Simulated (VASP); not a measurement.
Level of theory: r2SCAN meta-GGA, VASP's PBE PAW potentials (set 64) (plane waves; VASP).

VASP input:

### POSCAR
```
AlNi
1
    2.8615728011     0.0000000000    -0.0000000000
   -0.0000000000     2.8615728011    -0.0000000000
    0.0000000000     0.0000000000     2.8615728011
Al Ni
1 1
Direct
  0.5000000000   0.5000000000   0.5000000000
  0.0000000000   0.0000000000   0.0000000000
```

**INCAR**
```
NELM = 100
LCHARG = .FALSE.
ENCUT = 400
PREC = Accurate
LREAL = .FALSE.
EDIFFG = -0.001   ! ionic stop
METAGGA = R2SCAN
LASPH = .TRUE.   ! aspherical one-centre terms
ISIF = 2   ! forces and stress, cell fixed
SYSTEM = AlNi
IBRION = 1
NSW = 30   ! most ionic steps
LMIXTAU = .TRUE.
SIGMA = 0.1   ! width (eV)
LMAXMIX = 4   ! l cut-off of mixed one-centre charges
LWAVE = .FALSE.
ALGO = Normal   ! blocked Davidson
ISMEAR = 1
EDIFF = 1E-8   ! SCF stop (eV)
```

### KPOINTS
```
kpoints
0
G
 11 11 11
```

POTCAR, in this order: Al Ni (PBE.64 set). Program: vasp_std.

The run wrote:

OSZICAR:
```
       N       E                     dE             d eps       ncg     rms          rms(c)
DAV:   1     0.256903320040E+02    0.25690E+02   -0.50074E+03  1152   0.116E+03
DAV:   2    -0.217473244886E+02   -0.47438E+02   -0.45314E+02  1132   0.197E+02
DAV:   3    -0.227986191971E+02   -0.10513E+01   -0.10447E+01  1342   0.386E+01
DAV:   4    -0.228145778504E+02   -0.15959E-01   -0.15954E-01  1286   0.434E+00
DAV:   5    -0.228151247122E+02   -0.54686E-03   -0.54685E-03  1286   0.805E-01    0.120E+01
DAV:   6    -0.230204057148E+02   -0.20528E+00   -0.55330E+01  1238   0.137E+02    0.154E+01
DAV:   7    -0.200794890435E+02    0.29409E+01   -0.15531E+01  1234   0.773E+01    0.177E+00
DAV:   8    -0.200803651330E+02   -0.87609E-03   -0.65618E-01  1352   0.124E+01    0.167E+00
DAV:   9    -0.200556423634E+02    0.24723E-01   -0.13901E-01  1236   0.671E+00    0.326E-01
DAV:  10    -0.200601407243E+02   -0.44984E-02   -0.93662E-03  1180   0.101E+00    0.289E-01
DAV:  11    -0.200605879574E+02   -0.44723E-03   -0.77042E-03  1338   0.148E+00    0.748E-02
DAV:  12    -0.200605798138E+02    0.81436E-05   -0.13912E-04  1256   0.159E-01    0.444E-02
DAV:  13    -0.200605297051E+02    0.50109E-04   -0.40878E-05  1208   0.737E-02    0.435E-02
DAV:  14    -0.200605643234E+02   -0.34618E-04   -0.84434E-05  1320   0.156E-01    0.964E-03
DAV:  15    -0.200605672226E+02   -0.28992E-05   -0.36062E-06  1192   0.219E-02    0.310E-03
DAV:  16    -0.200605671388E+02    0.83749E-07   -0.15888E-06  1256   0.244E-02    0.178E-03
DAV:  17    -0.200605672193E+02   -0.80423E-07   -0.52716E-08  1156   0.440E-03    0.162E-03
DAV:  18    -0.200605673315E+02   -0.11224E-06   -0.92556E-08  1052   0.574E-03    0.741E-04
DAV:  19    -0.200605672589E+02    0.72606E-07   -0.22170E-09   564   0.686E-04    0.719E-05
DAV:  20    -0.200605672522E+02    0.66491E-08   -0.46479E-10   560   0.229E-04
   1 F= -.20060567E+02 E0= -.20060236E+02  d E =-.200606E+02
```

OUTCAR:
```
------------------------ aborting loop because EDIFF is reached ----------------------------------------
  FORCE on cell =-STRESS in cart. coord.  units (eV):
  Direction    XX          YY          ZZ          XY          YZ          ZX
  --------------------------------------------------------------------------------------
  Total        0.0026411      0.0026411      0.0026411     -0.0000000     -0.0000000      0.0000000
  in kB        0.1805839      0.1805839      0.1805839     -0.0000000     -0.0000000      0.0000000
  external PRESSURE =       0.1805839 kB  Pullay stress =       0.0000000 kB
  volume of cell :       23.43
      direct lattice vectors                 reciprocal lattice vectors
     2.861572801  0.000000000  0.000000000     0.349458172  0.000000000  0.000000000
     0.000000000  2.861572801  0.000000000     0.000000000  0.349458172  0.000000000
     0.000000000  0.000000000  2.861572801     0.000000000  0.000000000  0.349458172
 POSITION                                       TOTAL-FORCE (eV/Angst)
 -----------------------------------------------------------------------------------
      1.43079      1.43079      1.43079         0.000000      0.000000      0.000000
      0.00000      0.00000      0.00000         0.000000      0.000000      0.000000
 -----------------------------------------------------------------------------------
    total drift:                               -0.000000      0.000000     -0.000000
  FREE ENERGIE OF THE ION-ELECTRON SYSTEM (eV)
  ---------------------------------------------------
  free  energy   TOTEN  =       -20.0605672522 eV

  energy  without entropy=      -20.0595721182  energy(sigma->0) =      -20.06023554

 reached required accuracy - stopping structural energy minimisation
```
(Selected blocks of OUTCAR.)

OUTCAR:
```
 val. band max:       10.0695389077   @ k =   0.3636   0.1818   0.0909

 cond. band min:      10.1749649618   @ k =   0.3636   0.2727   0.0909


 Fermi energy:        10.1562357904

 k-point     1 :       0.0000    0.0000    0.0000
  band No.  band energies     occupation
      1      -1.7091      2.00000
      2       6.7234      2.00000
      3       6.7234      2.00000
      4       8.5304      2.00000
      5       8.5304      2.00000
      6       8.5304      2.00000
      7      16.1410      0.00000
      8      16.1410      0.00000
      9      16.1410      0.00000
     10      18.6261      0.00000

 k-point     2 :       0.0909    0.0000    0.0000
  band No.  band energies     occupation
      1      -1.5466      2.00000
      2       6.7062      2.00000
      3       6.7629      2.00000
      4       8.4611      2.00000
      5       8.4611      2.00000
      6       8.5375      2.00000
      7      14.5844      0.00000
      8      16.3529      0.00000
      9      16.3529      0.00000
     10      18.6378      0.00000

 k-point     3 :       0.1818    0.0000    0.0000
  band No.  band energies     occupation
      1      -1.0629      2.00000
      2       6.5847      2.00000
      3       6.8710      2.00000
      4       8.2861      2.00000
      5       8.2861      2.00000
      6       8.5573      2.00000
      7      12.4325      0.00000
      8      16.9582      0.00000
      9      16.9582      0.00000
     10      18.6721      0.00000

 k-point     4 :       0.2727    0.0000    0.0000
  band No.  band energies     occupation
      1      -0.2705      2.00000
      2       6.1211      2.00000
      3       7.0174      2.00000
      4       8.0752      2.00000
      5       8.0752      2.00000
      6       8.5835      2.00000
      7      10.7411     -0.00000
      8      17.8901      0.00000
      9      17.8901      0.00000
     10      18.7248      0.00000

 k-point     5 :       0.3636    0.0000    0.0000
...
```

The structure comes from a computed database's AlNi entry (Pm-3m); how it stands against other phases isn't given here. It was relaxed first. The start is the result of an earlier pass. The run is not spin-polarised, so no magnetic state was tried. The electron count is odd and the run is not spin-polarised, which forces a metal.
